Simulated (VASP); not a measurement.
Method: PBE GGA, VASP's PBE PAW potentials (set 64) (plane waves; VASP).

Input for VASP

**INCAR**
```
ALGO = Normal
EDIFF = 1E-6
ENCUT = 520
GGA = PE
ISMEAR = 0
LASPH = T
LCHARG = F
LREAL = F
LWAVE = T
NELM = 100
PREC = Accurate
SIGMA = 0.05
SYSTEM = AlN
```

KPOINTS:
```
K-points
0
G
  6 6 4
0 0 0
```

File POSCAR:
```
AlN
1
    1.5650905720    -2.7108163832     0.0000000000
    1.5650905720     2.7108163832     0.0000000000
    0.0000000000     0.0000000000     5.0117302543
Al N
2 2
Direct
  0.6666670000   0.3333330000   0.5000492216
  0.3333330000   0.6666670000   0.0000492216
  0.6666670000   0.3333330000   0.8819507784
  0.3333330000   0.6666670000   0.3819507784
```

POTCAR, in this order: Al N (PBE.64 set). Program: vasp_std.

Output of the run:

File OSZICAR:
```
       N       E                     dE             d eps       ncg     rms          rms(c)
DAV:   1     0.547976231807E+02    0.54798E+02   -0.76670E+03   504   0.119E+03
DAV:   2    -0.299535963656E+02   -0.84751E+02   -0.77768E+02   736   0.224E+02
DAV:   3    -0.344224670566E+02   -0.44689E+01   -0.44514E+01   656   0.565E+01
DAV:   4    -0.344603180729E+02   -0.37851E-01   -0.37845E-01   576   0.596E+00
DAV:   5    -0.344608588676E+02   -0.54079E-03   -0.54078E-03   644   0.728E-01    0.121E+01
DAV:   6    -0.297714820975E+02    0.46894E+01   -0.17033E+01   608   0.314E+01    0.421E+00
DAV:   7    -0.297901745454E+02   -0.18692E-01   -0.64767E-01   540   0.633E+00    0.287E+00
DAV:   8    -0.297836709176E+02    0.65036E-02   -0.81287E-02   556   0.298E+00    0.497E-01
DAV:   9    -0.297785902883E+02    0.50806E-02   -0.21577E-02   624   0.109E+00    0.243E-01
DAV:  10    -0.297791531133E+02   -0.56283E-03   -0.23921E-03   576   0.374E-01    0.132E-01
DAV:  11    -0.297790832321E+02    0.69881E-04   -0.20813E-04   604   0.116E-01    0.336E-02
DAV:  12    -0.297790851210E+02   -0.18890E-05   -0.85535E-06   528   0.298E-02    0.941E-03
DAV:  13    -0.297790848053E+02    0.31577E-06   -0.60388E-06   620   0.182E-02
   1 F= -.29779085E+02 E0= -.29779085E+02  d E =-.832351E-16
```

**OUTCAR**
```
------------------------ aborting loop because EDIFF is reached ----------------------------------------
  FORCE on cell =-STRESS in cart. coord.  units (eV):
  Direction    XX          YY          ZZ          XY          YZ          ZX
  --------------------------------------------------------------------------------------
  Total       -0.0303083     -0.0303083      0.0413481      0.0000000     -0.0000000      0.0000000
  in kB       -1.1418641     -1.1418641      1.5577884      0.0000000     -0.0000000      0.0000000
  external PRESSURE =      -0.2419799 kB  Pullay stress =       0.0000000 kB
  volume of cell :       42.53
      direct lattice vectors                 reciprocal lattice vectors
     1.565090572 -2.710816383  0.000000000     0.319470329 -0.184446281  0.000000000
     1.565090572  2.710816383  0.000000000     0.319470329  0.184446281  0.000000000
     0.000000000  0.000000000  5.011730254     0.000000000  0.000000000  0.199531888
  FREE ENERGIE OF THE ION-ELECTRON SYSTEM (eV)
  ---------------------------------------------------
  free  energy   TOTEN  =       -29.7790848053 eV

  energy  without entropy=      -29.7790848053  energy(sigma->0) =      -29.77908481
```
(Selected blocks of OUTCAR.)

The compound is AlN in the wurtzite structure. It was relaxed first.
